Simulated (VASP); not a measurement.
# ScF3 (k07) (Pm-3m) in VASP: a series of runs

Runs on ScF3 (k07). Level: LDA. Tasks: single point, relaxation of cell and atoms.

Program: VASP 6.6.1. These are calculated values, not measurements. Logs are shortened: lines on timing, memory, paths and dates and some standing lists are left out, and cuts for length are marked.

### Step 1. Starting point

The structure is cubic, space group Pm-3m (No. 221). Conventional cell: a = 3.973 Å, b = 3.973 Å, c = 3.973 Å, α = 90.00°, β = 90.00°, γ = 90.00°. Sc (site symmetry m-3m) is surrounded by 6 F at 1.99 Å. F (site symmetry 4/mmm) has 2 Sc at 1.99 Å as nearest neighbours.

### Step 2. Single point, LDA

Contents of INCAR:

```
SYSTEM = ScF3
ALGO = Fast ; EDIFF = 1E-6
ENCUT = 520 ; ISIF = 2
ISMEAR = 0 ; LASPH = .TRUE.
LCHARG = .TRUE. ; LELF = .TRUE.
LREAL = .FALSE. ; LVHAR = .TRUE.
LWAVE = .FALSE. ; NBANDS = 24
NELM = 100 ; PREC = Accurate
SIGMA = 0.02
```

Contents of KPOINTS:

```
k-points
0
G
  8 8 8
  0 0 0
```

Contents of POSCAR:

```
ScF3
1.0
    3.9728662950      0.0000000000      0.0000000000
    0.0000000000      3.9728662950      0.0000000000
    0.0000000000      0.0000000000      3.9728662950
Sc F
1 3
Direct
    0.0000000000      0.0000000000      0.0000000000
    0.5000000000      0.0000000000      0.0000000000
    0.0000000000      0.5000000000      0.0000000000
    0.0000000000      0.0000000000      0.5000000000
```

Potentials or basis: VASP PAW LDA potentials, release 64 (Sc_sv, F).

Command:

```
cat potpaw_LDA.64/Sc_sv/POTCAR potpaw_LDA.64/F/POTCAR > POTCAR
mpirun -np 1 vasp_std > vasp.out
```

OUTCAR:

```text
SYSTEM = ScF3
   EDIFF = 1E-6
   ENCUT = 520
   ISIF = 2
   ISMEAR = 0
   LASPH = .TRUE.
   LREAL = .FALSE.
   NELM = 100
   PREC = Accurate

 ion  position               nearest neighbor table
   1  0.000  0.000  0.000-   2 1.99   3 1.99   4 1.99   4 1.99   3 1.99   2 1.99
   2  0.500  0.000  0.000-   1 1.99   1 1.99
   3  0.000  0.500  0.000-   1 1.99   1 1.99
   4  0.000  0.000  0.500-   1 1.99   1 1.99

  LATTYP: Found a simple cubic cell.
 ALAT       =     3.9728662950

  Lattice vectors:

 A1 = (   3.9728662950,   0.0000000000,   0.0000000000)
 A2 = (   0.0000000000,   3.9728662950,   0.0000000000)
 A3 = (   0.0000000000,   0.0000000000,   3.9728662950)

Analysis of symmetry for initial positions (statically):
=====================================================================
 Subroutine PRICEL returns:
 Original cell was already a primitive cell.

 Routine SETGRP: Setting up the symmetry group for a
 simple cubic supercell.

 Subroutine GETGRP returns: Found 48 space group operations
 (whereof 48 operations were pure point group operations)
 out of a pool of 48 trial point group operations.

The static configuration has the point symmetry O_h .

Analysis of symmetry for dynamics (positions and initial velocities):
=====================================================================
 Subroutine PRICEL returns:
 Original cell was already a primitive cell.

 Routine SETGRP: Setting up the symmetry group for a
 simple cubic supercell.

 Subroutine GETGRP returns: Found 48 space group operations
 (whereof 48 operations were pure point group operations)
 out of a pool of 48 trial point group operations.

The dynamic configuration has the point symmetry O_h .

 Subroutine INISYM returns: Found 48 space group operations
 (whereof 48 operations are pure point group operations),
 and found     1 'primitive' translations

----------------------------------------------------------------------------------------

                                     Primitive cell

  volume of cell :      62.7064

  direct lattice vectors                    reciprocal lattice vectors
     3.972866295  0.000000000  0.000000000     0.251707439  0.000000000  0.000000000
     0.000000000  3.972866295  0.000000000     0.000000000  0.251707439  0.000000000
     0.000000000  0.000000000  3.972866295     0.000000000  0.000000000  0.251707439

  length of vectors
     3.972866295  3.972866295  3.972866295     0.251707439  0.251707439  0.251707439

  position of ions in fractional coordinates (direct lattice)
     0.000000000  0.000000000  0.000000000
     0.500000000  0.000000000  0.000000000
     0.000000000  0.500000000  0.000000000
     0.000000000  0.000000000  0.500000000

  ion indices of the primitive-cell ions
   primitive index   ion index
                 1           1
                 2           2
                 3           3
                 4           4

----------------------------------------------------------------------------------------

 KPOINTS: k-points

Automatic generation of k-mesh.
 Grid dimensions read from file:
 generate k-points for:    8    8    8

 Generating k-lattice:

  Cartesian coordinates                     Fractional coordinates (reciprocal lattice)
     0.031463430  0.000000000  0.000000000     0.125000000  0.000000000  0.000000000
     0.000000000  0.031463430  0.000000000     0.000000000  0.125000000  0.000000000
     0.000000000  0.000000000  0.031463430     0.000000000  0.000000000  0.125000000

  Length of vectors
     0.031463430  0.031463430  0.031463430

  Shift w.r.t. Gamma in fractional coordinates (k-lattice)
     0.000000000  0.000000000  0.000000000

 Subroutine IBZKPT returns following result:
 ===========================================

 Found     35 irreducible k-points:

 Following reciprocal coordinates:
            Coordinates               Weight
  0.000000  0.000000  0.000000      1.000000
  0.125000  0.000000  0.000000      6.000000
  0.250000  0.000000  0.000000      6.000000
  0.375000  0.000000  0.000000      6.000000
  0.500000  0.000000  0.000000      3.000000
  0.125000  0.125000  0.000000     12.000000
[... 16 lines left out ...]
  0.375000  0.375000  0.125000     24.000000
  0.500000  0.375000  0.125000     24.000000
 [... further k-points ...]
   k-points           NKPTS =     35   k-points in BZ     NKDIM =     35   number of bands    NBANDS=     24
   number of dos      NEDOS =    301   number of ions     NIONS =      4
   total plane-waves  NPLWV =  27000
   dimension x,y,z NGX =    30 NGY =   30 NGZ =   30
   dimension x,y,z NGXF=    60 NGYF=   60 NGZF=   60
   ions per type =               1   3
   NGX,Y,Z   is equivalent  to a cutoff of  12.55, 12.55, 12.55 a.u.
   NGXF,Y,Z  is equivalent  to a cutoff of  25.11, 25.11, 25.11 a.u.
 SYSTEM =  ScF3
   PREC   = accura    normal or accurate (medium, high low for compatibility)
   ISTART =      0    job   : 0-new  1-cont  2-samecut
   ICHARG =      2    charge: 1-file 2-atom 10-const
   ISPIN  =      1    spin polarized calculation?
   LNONCOLLINEAR =      F non collinear calculations
   LSORBIT =      F    spin-orbit coupling
   LASPH  =      T    aspherical Exc in radial PAW
   ENCUT  =  520.0 eV  38.22 Ry    6.18 a.u.   7.39  7.39  7.39*2*pi/ulx,y,z
   NELM   =    100;   NELMIN=  2; NELMDL= -5     # of ELM steps
   EDIFF  = 0.1E-05   stopping-criterion for ELM
   LREAL  =      F    real-space projection
   EDIFFG = 0.1E-04   stopping-criterion for IOM
   NSW    =      0    number of steps for IOM
   IBRION =     -1    ionic relax: 0-MD 1-quasi-New 2-CG
   NFREE  =      0    steps in history (QN), initial steepest desc. (CG)
   ISIF   =      2    stress and relaxation
   ISYM   =      2    0-nonsym 1-usesym 2-fastsym
   POTIM  = 0.5000    time-step for ionic-motion
   TEBEG  =    0.0;   TEEND  =   0.0 temperature during run
   PSTRESS=    0.0 pullay stress
   NELECT =      32.0000    total number of electrons
   NUPDOWN=      -1.0000    fix difference up-down
   EMIN   =  10.00;   EMAX   =-10.00  energy-range for DOS
   EFERMI =   0.00;   METHOD = LEGACY
   ISMEAR =     0;   SIGMA  =   0.02  broadening in eV -4-tet -1-fermi 0-gaus
   EFERMI_NEDOS =   21; number of points for ismear=-14 and -15
   IALGO  =     68    algorithm
   IMIX   =      4    mixing-type and parameters
     AMIX     =   0.40;   BMIX     =  1.00
     AMIX_MAG =   1.60;   BMIX_MAG =  1.00
  volume/ion in A,a.u.               =      15.68       105.79
  Fermi-wavevector in a.u.,A,eV,Ry     =   1.308240  2.472216 23.286274  1.711493
  Thomas-Fermi vector in A             =   2.438921
   LORBIT       =      0    0 simple, 1 ext, 2 COOP (PROOUT), +10 PAW based schemes
   GGA     = CA    functional components
   LHFCALC =     F    Hartree Fock is set to
   AEXX    =    0.0000 exact exchange contribution
   IVDW    =     0    specifies the selected vdW correction
   LEPSILON=     F    determine dielectric tensor
   LRPA    =     F    only Hartree local field effects (RPA)
 non-spin polarized calculation
 RMM-DIIS sequential band-by-band and
 Gauss-broadening in eV      SIGMA  =   0.02
  energy-cutoff  :      520.00
  volume of cell :       62.71
 maximum number of plane-waves:      1743
 NGX is ok and might be reduce to    30
   NGX = 15   NGY = 15   NGZ = 15

 number of electron      31.9999968 magnetization

 Free energy of the ion-electron system (eV)
  ---------------------------------------------------
  ext. energy  EPLUGINS =         0.00000000
  ---------------------------------------------------
  free energy    TOTEN  =       -29.58530403 eV

  energy without entropy =      -29.58530403  energy(sigma->0) =      -29.58530403

 E-fermi :  -3.6373     XC(G=0):  -9.0065

 val. band max:       -3.7253879391   @ k =   0.5000   0.5000   0.5000
 cond. band min:       2.6090035766   @ k =   0.0000   0.0000   0.0000
 fundamental gap:      6.3343915157
 Fermi energy:        -3.6373175205

 k-point     1 :       0.0000    0.0000    0.0000
  band No.  band energies     occupation
      1     -48.8020      2.00000
      2     -27.8696      2.00000
      3     -27.8696      2.00000
      4     -27.8696      2.00000
      5     -23.4430      2.00000
      6     -23.1571      2.00000
[... 16 lines left out ...]
     23      12.2663      0.00000
     24      12.2670      0.00000

 k-point     2 :       0.1250    0.0000    0.0000
  band No.  band energies     occupation
      1     -48.8011      2.00000
      2     -27.9550      2.00000
      3     -27.8688      2.00000
      4     -27.8688      2.00000
      5     -23.3977      2.00000
      6     -23.1557      2.00000
[... 16 lines left out ...]
     23      11.2602      0.00000
     24      12.4290      0.00000

 k-point     3 :       0.2500    0.0000    0.0000
  band No.  band energies     occupation
      1     -48.7989      2.00000
      2     -28.1436      2.00000
      3     -27.8668      2.00000
      4     -27.8668      2.00000
      5     -23.3582      2.00000
      6     -23.1533      2.00000
[... 16 lines left out ...]
     23       9.8547      0.00000
     24      12.8393      0.00000
[... 514 lines left out ...]
 k-point    23 :       0.3750    0.3750    0.1250
  band No.  band energies     occupation
      1     -48.7905      2.00000
      2     -28.3072      2.00000
      3     -28.3055      2.00000
      4     -27.9452      2.00000
      5     -23.0859      2.00000
      6     -22.3690      2.00000
[... 16 lines left out ...]
     23       9.5316      0.00000
     24       9.8212      0.00000

 k-point    24 :       0.5000    0.3750    0.1250
  band No.  band energies     occupation
      1     -48.7896      2.00000
      2     -28.3717      2.00000
      3     -28.3053      2.00000
      4     -27.9443      2.00000
      5     -23.0832      2.00000
      6     -22.3553      2.00000
[... 16 lines left out ...]
     23       8.9281      0.00000
     24       9.9887      0.00000

 [... further k-points ...]

------------------------ aborting loop because EDIFF is reached ----------------------------------------

  FORCE on cell =-STRESS in cart. coord.  units (eV):
  Direction    XX          YY          ZZ          XY          YZ          ZX
  --------------------------------------------------------------------------------------
  -------------------------------------------------------------------------------------
  Total        0.3041342      0.3041342      0.3041342      0.0000000      0.0000000     -0.0000000
  in kB        7.7707686      7.7707686      7.7707686      0.0000000      0.0000000     -0.0000000
  external PRESSURE =       7.7707686 kB  Pullay stress =       0.0000000 kB

 VOLUME and BASIS-vectors are now :
 -----------------------------------------------------------------------------
  energy-cutoff  :      520.00
  volume of cell :       62.71
      direct lattice vectors                 reciprocal lattice vectors
     3.972866295  0.000000000  0.000000000     0.251707439  0.000000000  0.000000000
     0.000000000  3.972866295  0.000000000     0.000000000  0.251707439  0.000000000
     0.000000000  0.000000000  3.972866295     0.000000000  0.000000000  0.251707439

 POSITION                                       TOTAL-FORCE (eV/Angst)
 -----------------------------------------------------------------------------------
      0.00000      0.00000      0.00000         0.000000      0.000000      0.000000
      1.98643      0.00000      0.00000         0.000000      0.000000      0.000000
      0.00000      1.98643      0.00000         0.000000      0.000000      0.000000
      0.00000      0.00000      1.98643         0.000000      0.000000      0.000000
 -----------------------------------------------------------------------------------
    total drift:                                0.000000      0.000000      0.000000

  FREE ENERGIE OF THE ION-ELECTRON SYSTEM (eV)
  ---------------------------------------------------
  free  energy   TOTEN  =       -29.5853040250 eV

  energy  without entropy=      -29.5853040250  energy(sigma->0) =      -29.58530403
```

Wall time 30 s (1 thread of Intel Xeon 6975P-C (Granite Rapids), shared host); peak memory 0.17 GiB.

What came out:

```
Free energy            : -29.5853 eV
Pressure               : 0.8 GPa
Band gap on the k mesh : 6.33 eV, indirect (least direct gap 6.87 eV)
```

A k mesh can miss the band edges. A hybrid or GW would open this gap; LDA tends to underestimate it.

(Continued in part 2 of 2.)
